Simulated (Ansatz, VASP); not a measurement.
# CoSi2: VASP beside Ansatz

One calculation is typed for both programs; each brings its own data sets and cutoff. How far apart do they land?

Method: plane waves, with VASP 6.6.1 beside it; single point at PBE, in Ansatz 0.2.0.

## 1. The starting structure

Symmetry: Fm-3m, No. 225, cubic system. Conventional cell: a = 5.357 Å, b = 5.357 Å, c = 5.357 Å, α = 90.00°, β = 90.00°, γ = 90.00°. Nearest to Co lie 8 Si at 2.32 Å. Nearest to Si lie 4 Co at 2.32 Å. Farther neighbours are not listed.

As a file:

```cif
data_structure
_symmetry_space_group_name_H-M 'P 1'
_symmetry_Int_Tables_number 1
_cell_length_a 3.7880
_cell_length_b 3.7880
_cell_length_c 3.7880
_cell_angle_alpha 60.000
_cell_angle_beta 60.000
_cell_angle_gamma 60.000
_cell_volume 38.44
loop_
_atom_site_label
_atom_site_type_symbol
_atom_site_fract_x
_atom_site_fract_y
_atom_site_fract_z
_atom_site_occupancy
Co1 Co 0.00000 0.00000 0.00000 1
Si2 Si 0.25000 0.25000 0.25000 1
Si3 Si 0.75000 0.75000 0.75000 1
```

## 2. Ansatz: single point, PBE

Ansatz runs on its default PAW (the set named soft_2) files.

With cell and atoms fixed, the geometry can't cause a difference; cores, projectors, grids and the points listed under the comparison can.

File input.yaml:

```yaml
crystal:
  lattice:
    - [0.0, 2.678545756, 2.678545756]
    - [2.678545756, 0.0, 2.678545756]
    - [2.678545756, 2.678545756, 0.0]
  atoms:
    - { symbol: Co, position: [0.0, 0.0, 0.0], spin: 1.0 }
    - { symbol: Si, position: [0.25, 0.25, 0.25] }
    - { symbol: Si, position: [0.75, 0.75, 0.75] }
hamiltonian:
  xc: pbe
  pseudopotentials: { kind: paw }
magnetization:
  spin_polarized: true
kpoints:
  mp_grid: { grid: [15, 15, 15] }
scf:
  occupations: { method: tetrahedron }
output:
  forces: true
  stress: true
  write_density: true
  write_potential: true
  elf: true
  volumetric_format: npy
```

Command:

```
$ ansatz run input.yaml --threads 4 --pin off --max-ram 9216MiB --backend cpu --events-out ev --progress --plain --runs-dir out
```

Numbers of over 12 decimals in the logs are rounded to 6 here.

Output:

```text
Warning: output.forces, output.stress, relax.cell or npt_langevin: where a Kohn–Sham band that disperses or a degenerate level is filled in part under the method tetrahedron, the forces or the stress that this run publishes need not agree with its energy (scf.occupations.method in the input reference, under Limitations); prefer a smearing scheme for the forces or the stress
Engine: ansatz 0.2.0, aarch64-unknown-linux-gnu
Pseudopotentials: kind: paw
Pseudopotential: Co, paw, valence charge 17, recommended cutoff 420 eV (normal), Co.paw.azcp
Pseudopotential: Si, paw, valence charge 4, recommended cutoff 420 eV (normal), Si.paw.azcp
Functional definition: PBE
  parameter kappa = 0.804
  parameter beta = 0.066725
  exchange = pbe_x(kappa = kappa, mu = beta*pi^2/3)
  correlation = pbe_c(beta = beta)
Crystal: 3 atoms, lattice volume = 38.435 Å³
Basis set: ecut = 420 eV, 749 PW (Γ), exchange–correlation on 54×54×54 points (8 copies of the dense FFT grid, shifted against one another)
Bands: 17, of which v1, the nominal top of the filled ones, is band 13 counted from 1 (12 counted from 0)
Symmetry: 48 space group operations
Space group: Fm-3m (ITA 225), of the structure as read, at distance tolerance 3.4e-5 Å
Magnetic group: BNS 225.116 (UNI 1618), of the structure as read, at distance tolerance 3.4e-5 Å
k-points: 120 of 3375
Non-local potential: Co, projectors of the file, l = 0: 3, l = 1: 2, l = 2: 3, l = 3: 1
Non-local potential: Si, projectors of the file, l = 0: 2, l = 1: 2, l = 2: 2
PAW form: soft (Blöchl's): semilocal exchange-correlation on the pseudo side does not see the compensation charge
PAW one-centre angular grid: Co, 590 points (default); XC on 64 Gauss nodes
PAW one-centre angular grid: Si, 110 points (default); XC on 64 Gauss nodes
Initial density: superposition of atomic densities (chi_scale 0.1, normalization cell)
Starting moments: Σ|m| = 1 μB on 1 of 3 sites
Initial wavefunctions: pseudopotential atomic-orbital guess
Functional: x = pbe(κ = 0.804, μ = 0.219515), c = pbe(β = 0.066725)
SCF iter   1: F=—  HF=-6400.284411 eV  |F-HF|=—  |Δ(HF+E_count)|=         —  Δρ=1.17e-1 (↑2.92e-2 ↓1.17e-1)  dr2=8.03e0  dr2_m=9.62e-1  M=0.157 μB ∫|m|=0.275 μB  β_m=0.30  ethr=3.10e-3  ⟨swp⟩=6.1  Hψ=21551  notcnv=0
preconditioner: auto → Kerker (q_TF=auto, 2.540 Å⁻¹)  [metal: no gap  n_scr=14 (ndim 8)  ℏωp=24.7 eV  f_vac=0.000]
spin=Collinear: Kerker preconditioning applied to the charge; magnetization (m = ρ↑ − ρ↓) channel mixes plain (no charge-response kernel on spin).
SCF iter   2: F=—  HF=-6399.621984 eV  |F-HF|=—  |Δ(HF+E_count)|=   6.62e-1  Δρ=7.54e-2 (↑7.54e-2 ↓2.75e-2)  dr2=1.53e0  dr2_m=4.38e-1  M=0.180 μB ∫|m|=0.310 μB  β_m=0.30  ethr=3.10e-3  ⟨swp⟩=3.0  Hψ=10147  notcnv=0  defer=76
SCF iter   3: F=—  HF=-6399.417152 eV  |F-HF|=—  |Δ(HF+E_count)|=   2.05e-1  Δρ=4.04e-2 (↑3.05e-2 ↓4.04e-2)  dr2=1.02e0  dr2_m=3.16e-1  M=0.123 μB ∫|m|=0.237 μB  β_m=0.30  ethr=3.10e-3  ⟨swp⟩=2.2  Hψ=8285  notcnv=0  defer=75
SCF iter   4: F=—  HF=-6399.149419 eV  |F-HF|=—  |Δ(HF+E_count)|=   2.68e-1  Δρ=3.41e-2 (↑3.41e-2 ↓1.08e-2)  dr2=2.39e-1  dr2_m=1.65e-1  M=0.123 μB ∫|m|=0.226 μB  β_m=0.30  ethr=3.10e-3  ⟨swp⟩=2.2  Hψ=7332  notcnv=0  defer=73
SCF iter   5: F=—  HF=-6399.151582 eV  |F-HF|=—  |Δ(HF+E_count)|=   2.16e-3  Δρ=2.32e-2 (↑2.32e-2 ↓1.38e-2)  dr2=5.15e-2  dr2_m=1.17e-1  M=0.095 μB ∫|m|=0.185 μB  β_m=0.30  ethr=9.55e-4  ⟨swp⟩=2.0  Hψ=6418  notcnv=0  defer=68
SCF iter   6: F=—  HF=-6399.154473 eV  |F-HF|=—  |Δ(HF+E_count)|=   2.89e-3  Δρ=1.74e-2 (↑1.29e-2 ↓1.74e-2)  dr2=5.11e-3  dr2_m=8.06e-2  M=0.073 μB ∫|m|=0.153 μB  β_m=0.30  ethr=2.06e-4  ⟨swp⟩=2.0  Hψ=8020  notcnv=0  defer=70
SCF iter   7: F=—  HF=-6399.162561 eV  |F-HF|=—  |Δ(HF+E_count)|=   8.09e-3  Δρ=1.58e-2 (↑9.20e-3 ↓1.58e-2)  dr2=1.26e-2  dr2_m=5.47e-2  M=0.058 μB ∫|m|=0.126 μB  β_m=0.30  ethr=2.04e-5  ⟨swp⟩=2.0  Hψ=5517  notcnv=0  defer=71
SCF iter   8: F=—  HF=-6399.168615 eV  |F-HF|=—  |Δ(HF+E_count)|=   6.05e-3  Δρ=1.05e-2 (↑9.93e-3 ↓1.05e-2)  dr2=2.55e-4  dr2_m=3.65e-2  M=0.047 μB ∫|m|=0.106 μB  β_m=0.30  ethr=2.04e-5  ⟨swp⟩=2.0  Hψ=8030  notcnv=0  defer=71
SCF iter   9: F=—  HF=-6399.170506 eV  |F-HF|=—  |Δ(HF+E_count)|=   1.89e-3  Δρ=8.38e-3 (↑8.38e-3 ↓8.38e-3)  dr2=6.23e-5  dr2_m=2.47e-2  M=0.038 μB ∫|m|=0.088 μB  β_m=0.30  ethr=1.02e-6  ⟨swp⟩=2.4  Hψ=6926  notcnv=0  defer=71
Mixer restart at iter 9: flushing history
spin-set hold released at iteration 9 (site moments contracting): the magnetisation degrees of freedom join the quasi-Newton model from the next iteration; the mixer history was flushed
[...]
SCF iter  12: F=—  HF=-6399.175218 eV  |F-HF|=—  |Δ(HF+E_count)|=   7.28e-6  Δρ=6.55e-4 (↑6.55e-4 ↓4.72e-4)  dr2=3.82e-4  dr2_m=1.05e-5  M=-0.001 μB ∫|m|=0.004 μB  β_m=0.49  ethr=1.96e-7  ⟨swp⟩=2.7  Hψ=9656  notcnv=0  defer=71
SCF iter  13: F=—  HF=-6399.175184 eV  |F-HF|=—  |Δ(HF+E_count)|=   3.45e-5  Δρ=1.28e-4 (↑1.28e-4 ↓1.09e-4)  dr2=8.73e-6  dr2_m=3.00e-6  M=-0.001 μB ∫|m|=0.002 μB  β_m=0.64  ethr=1.96e-7  ⟨swp⟩=2.1  Hψ=6431  notcnv=0  defer=71
SCF iter  14: F=—  HF=-6399.175200 eV  |F-HF|=—  |Δ(HF+E_count)|=   1.61e-5  Δρ=2.53e-4 (↑2.15e-4 ↓2.53e-4)  dr2=5.38e-5  dr2_m=3.53e-7  M=-0.000 μB ∫|m|=0.001 μB  β_m=0.64  ethr=3.49e-8  ⟨swp⟩=2.3  Hψ=8195  notcnv=0  defer=71
iter 15 did not close the SCF: its close was put off for a magnetic moment that had not settled (scf_convergence_deferred on its scf_iter line)
SCF iter  15: F=-6399.175196 eV  HF=-6399.175196 eV  |F-HF|=9.22e-9  |Δ(HF+E_count)|=   3.53e-6  Δρ=9.06e-6 (↑9.06e-6 ↓8.74e-6)  dr2=3.04e-8  dr2_m=2.35e-8  M=-0.000 μB ∫|m|=0.000 μB  β_m=0.82  ethr=4.00e-10  ⟨swp⟩=7.7  Hψ=28915  notcnv=0
iter 16 did not close the SCF: its close was put off for a magnetic moment that had not settled (scf_convergence_deferred on its scf_iter line)
SCF iter  16: F=-6399.175196 eV  HF=-6399.175196 eV  |F-HF|=5.37e-11  |Δ(HF+E_count)|=   3.45e-8  Δρ=5.35e-6 (↑5.35e-6 ↓2.56e-6)  dr2=1.03e-8  dr2_m=1.89e-9  M=-0.000 μB ∫|m|=0.000 μB  β_m=0.91  ethr=1.22e-10  ⟨swp⟩=5.4  Hψ=22876  notcnv=0
iter 17 did not close the SCF: its close was put off for a magnetic moment that had not settled (scf_convergence_deferred on its scf_iter line)
SCF iter  17: F=-6399.175196 eV  HF=-6399.175196 eV  |F-HF|=1.55e-11  |Δ(HF+E_count)|=   2.27e-8  Δρ=7.56e-7 (↑6.14e-7 ↓7.56e-7)  dr2=6.17e-10  dr2_m=8.85e-11  M=-0.000 μB ∫|m|=0.000 μB  β_m=0.96  ethr=4.11e-11  ⟨swp⟩=5.2  Hψ=21945  notcnv=0
SCF iter  18: F=-6399.175196 eV  HF=-6399.175196 eV  |F-HF|=6.37e-12  |Δ(HF+E_count)|=   4.21e-9  Δρ=2.28e-7 (↑2.28e-7 ↓1.34e-7)  dr2=6.95e-11  dr2_m=1.84e-12  M=-0.000 μB ∫|m|=0.000 μB  ethr=2.47e-12  ⟨swp⟩=4.1  Hψ=19742  notcnv=0
SCF 1 converged in 18 iterations: F = -6399.175196 eV  dr2 = 6.95e-11
  greatest PAW one-centre occupation: 1.000 electrons in one spin orbital (limit 2), on the Co atom at site 0 (counted from 0), in its partial waves of l = 0
WARN: the starting moments were not kept: the SCF closed with an absolute magnetisation of 6.7e-7 μB, where they sum to 1 μB in size (1 site). That is at most 0.1 of that sum. Measured as dr2_m measures the in/out step, that magnetisation stands 4.7e-13 eV from none, at or under the dr2_threshold of 1.0e-7 eV: it is no larger than a step whose dr2_m would equal this threshold. The system may hold no moment; this SCF  [...]
this state was not tested for a lower state beside it, because cold or Methfessel-Paxton smearing, or corrected tetrahedra, fill the levels in a way that the test cannot read (fill_not_monotonic; see scf.lower_state_search)
SCF converged after 18 iterations
Magnetization: -0.0000 μB (12.5000 up, 12.5000 down)
Absolute magnetization: 0.0000 μB (∫|ρ↑−ρ↓|, with the PAW one-centre terms)
Spin contamination: 0.0000 ħ² per cell (⟨S²⟩ above its minimum at these occupations)
Per-site moments (μB) at R_I (Å): [(-4.3908089458872464e-7, 0.956872), (-1.410372811996561e-8, 0.956872), (-1.410372827634683e-8, 0.956872)]
Free energy (F): -6399.175196 eV
Harris-Foulkes:  -6399.175196 eV  (|F-HF|=6.37e-12)
Internal energy: -6399.175183 eV  (E = F + TS)
E sigma→0 (E₀):  -6399.175196 eV
Entropy (-TS):   -0.000014 eV (-0.005 meV/atom)
Fermi energy:    12.850097 eV
--- Per-component energies (eV) ---
  E_band       = -284.388516
  E_kinetic    = 547.478710
  E_local      = -4096.773986  (includes V_loc(G=0)·N_el)
  E_nonlocal   = 501.204427
  E_hartree    = 1782.436391
  E_xc         = -274.084080
  E_vxc        = -305.235520  (∫ρ·V_xc dr)
  E_paw        = -2541.422756  (= ΣΔE_a)
  E_vpaw       = -495.934630  (= ΣTr[D̂ρ^β])
  E_aug_tail   = 0.000154  (compensation charges beyond the density's cutoff)
  E_ewald      = -2318.014044
  E_smearing   = -0.000014  (= −TS)
  E_closure    = 0.000000  (closes the sum)
  Σ components = -6399.175196   (vs F -6399.175196, Δ=0.00e0)
--- Forces (eV/Å), atoms counted from 1 ---
  atom   1  Co    -0.00000000     0.00000000     0.00000000
  atom   2  Si     0.00000000    -0.00000000     0.00000000
  atom   3  Si    -0.00000000     0.00000000    -0.00000000
  max |Σ_I F_I| component: 1.85e-17 eV/Å
--- Stress (GPa, compression-positive) ---
        0.249824       0.000000       0.000000
       -0.000000       0.249824       0.000000
        0.000000      -0.000000       0.249824
  P = ⅓ Tr σ = 0.2498 GPa (2.498 kbar)
--- Band table (eV; the first three rows and the last of 240) ---
  k-point 0 ↑: bands = [... 9 lower, 10.9708, 13.6246, 16.2984, 16.2984, 16.2984, 16.3065, 16.3065, 16.3065]
  k-point 1 ↑: bands = [... 9 lower, 10.9497, 13.6979, 15.1252, 15.6993, 15.6993, 16.9274, 16.9274, 17.5292]
  k-point 2 ↑: bands = [... 9 lower, 10.8975, 13.4582, 14.5543, 15.1133, 15.1133, 17.3069, 17.3069, 18.0862]
  k-point 119 ↓: bands = [... 9 lower, 10.6001, 10.9708, 11.4482, 12.1957, 16.1520, 16.8155, 18.6697, 19.6828]
```

Elapsed: 5 s, on 4 threads of Arm Neoverse V2, shared host; peak memory 0.42 GiB; 19 s of CPU time.

The run ends at a pressure of 0.25 GPa.

## 3. VASP: single point, PBE

The same cell, functional, mesh and smearing now go to VASP, with its own data sets and cutoff.

Lines of VASP's logs that name or quote its potential files are left out, and so is its time.

File INCAR:

```
SYSTEM = CoSi2
PREC = Accurate
ENCUT = 450
EDIFF = 1E-06
NELM = 100
ISMEAR = -5
SIGMA = 0.1
LREAL = .FALSE.
ALGO = Normal
GGA = PE
NBANDS = 24
ISPIN = 2
MAGMOM = 1 0 0
LASPH = .TRUE.
LMAXMIX = 4
LORBIT = 11
LWAVE = .FALSE.
LCHARG = .FALSE.
KPAR = 2
NEDOS = 2001
```

File POSCAR:

```
CoSi2
1.0
    0.0000000000      2.6785457560      2.6785457560
    2.6785457560      0.0000000000      2.6785457560
    2.6785457560      2.6785457560      0.0000000000
Co Si
1 2
Direct
    0.0000000000      0.0000000000      0.0000000000
    0.2500000000      0.2500000000      0.2500000000
    0.7500000000      0.7500000000      0.7500000000
```

File KPOINTS:

```
Automatic mesh
0
Gamma
15 15 15
0 0 0
```

Potentials, in the order of the species: Co and Si (PBE family, release 64).

Command:

```
$ mpirun -np 2 vasp_std
```

Output:

```text
[banner, memory and clock lines left out]
running    2 mpi-ranks, on    1 nodes
 distrk:  each k-point on    1 cores,    2 groups
 distr:  one band on    1 cores,    1 groups

 POSCAR found type information on POSCAR CoSi
 POSCAR found :  2 types and       3 ions
 LDA part: xc-table for (Slater+PW92), standard interpolation
 POSCAR, INCAR and KPOINTS ok, starting setup
 FFT: planning ... GRIDC
 FFT: planning ... GRID_SOFT
 FFT: planning ... GRID
 WAVECAR not read
 entering main loop
       N       E                     dE             d eps       ncg     rms          rms(c)
DAV:   1     0.625541356017E+02    0.62554E+02   -0.58668E+03 11664   0.622E+02
DAV:   2    -0.161644085349E+02   -0.78719E+02   -0.67883E+02 13240   0.155E+02
DAV:   3    -0.205627455202E+02   -0.43983E+01   -0.42780E+01 14320   0.372E+01
DAV:   4    -0.206263461910E+02   -0.63601E-01   -0.63495E-01 13664   0.426E+00
DAV:   5    -0.206282977145E+02   -0.19515E-02   -0.19491E-02 15256   0.731E-01    0.149E+01
DAV:   6    -0.246161898896E+02   -0.39879E+01   -0.15294E+01 14024   0.693E+01    0.182E+01
DAV:   7    -0.193493911683E+02    0.52668E+01   -0.71634E+00 13800   0.535E+01    0.320E+00
DAV:   8    -0.193200020790E+02    0.29389E-01   -0.33807E-01 14288   0.288E+00    0.179E+00
DAV:   9    -0.192943262143E+02    0.25676E-01   -0.50040E-02 14504   0.310E+00    0.604E-01
DAV:  10    -0.192943756538E+02   -0.49440E-04   -0.20566E-03 15536   0.356E-01    0.289E-01
DAV:  11    -0.192944463250E+02   -0.70671E-04   -0.40211E-04 14624   0.231E-01    0.897E-02
DAV:  12    -0.192945240688E+02   -0.77744E-04   -0.20159E-04 14560   0.179E-01    0.368E-02
DAV:  13    -0.192945182369E+02    0.58319E-05   -0.19951E-05 15120   0.522E-02    0.123E-02
DAV:  14    -0.192945172564E+02    0.98045E-06   -0.10450E-06 12544   0.100E-02
   1 F= -.19294517E+02 E0= -.19294517E+02  d E =0.000000E+00  mag=    -0.0003
|                                                                             |
|           W    W    AA    RRRRR   N    N  II  N    N   GGGG   !!!           |
|           W    W   A  A   R    R  NN   N  II  NN   N  G    G  !!!           |
|           W    W  A    A  R    R  N N  N  II  N N  N  G       !!!           |
|           W WW W  AAAAAA  RRRRR   N  N N  II  N  N N  G  GGG   !            |
|           WW  WW  A    A  R   R   N   NN  II  N   NN  G    G                |
|           W    W  A    A  R    R  N    N  II  N    N   GGGG   !!!           |
|                                                                             |
|     Tetrahedron method does not include variations of the Fermi             |
|     occupations, so forces and stress will be inaccurate. We suggest        |
|     using a different smearing scheme ISMEAR = 1 or 2 for metals in         |
|     relaxations.                                                            |
|                                                                             |
```

(Continued in part 2 of 2.)

[Lines on the potential files, build, host, timing and source positions are cut from VASP's logs without a mark.]

[Logs are printed without paths, hosts, clocks, repeated set-up lines and the standing remarks that a program may print on its own settings, such as how far it seeks lower states.]

[Hosts, paths, dates, database ids (printed as entryN), source tags and the programs' standing remarks are cut or masked in the printed files.]
